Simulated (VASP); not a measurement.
Input for VASP

**POSCAR**
```
CdSe
1
    0.0000000000     3.0250000000     3.0250000000
    3.0250000000     0.0000000000     3.0250000000
    3.0250000000     3.0250000000     0.0000000000
Cd Se
1 1
Direct
  0.0000000000   0.0000000000   0.0000000000
  0.7500000000   0.7500000000   0.7500000000
```

INCAR:
```
SYSTEM = CdSe
PREC = Accurate; ENCUT = 480; LREAL = .FALSE.
LASPH = .TRUE.
EDIFF = 1E-6; NELM = 100; ALGO = Normal
LMAXMIX = 4; LMIXTAU = .TRUE.
ISMEAR = 0; SIGMA = 0.05
METAGGA = R2SCAN
IBRION = 2; NSW = 60; ISIF = 3
EDIFFG = -0.01
LWAVE = .FALSE.; LCHARG = .FALSE.
```

### KPOINTS
```
Automatic mesh
0
G
  7 7 7
```

POTCAR, in this order: Cd Se (PBE.64 set). Program: vasp_std.

Problem. Translate this r2SCAN calculation to Ansatz.

Solution. One equivalent input (not run):
Ansatz 0.2 input:
```yaml
crystal:
  lattice:
    - [0.0000000, 3.0250000, 3.0250000]
    - [3.0250000, 0.0000000, 3.0250000]
    - [3.0250000, 3.0250000, 0.0000000]
  atoms:
    - { symbol: Cd, position: [0.0000000, 0.0000000, 0.0000000] }
    - { symbol: Se, position: [0.7500000, 0.7500000, 0.7500000] }
kpoints:
  mp_grid: { grid: [7, 7, 7] }
hamiltonian:
  xc: r2scan
  pseudopotentials: { kind: paw }
scf:
  occupations: { method: gaussian, width: 0.05 }
  max_iter: 100
relax:
  max_steps: 60
  f_tol: 0.01
  cell: {}
output: { forces: true, stress: true, eigenvalues: true }
```
The two are equivalent in intent, not identical: each code has its own PAW files, so the cut-off isn't converted (ENCUT is set for VASP's; basis.ecutwfc is left out, and Ansatz then takes the one that its files recommend); Ansatz stops its SCF on the density residual and VASP on the energy change (EDIFF).

The compound is CdSe in the zinc blende structure, whereas wurtzite is the usual form. This run relaxes it. Symmetry was kept, so distortions that lower it aren't found.
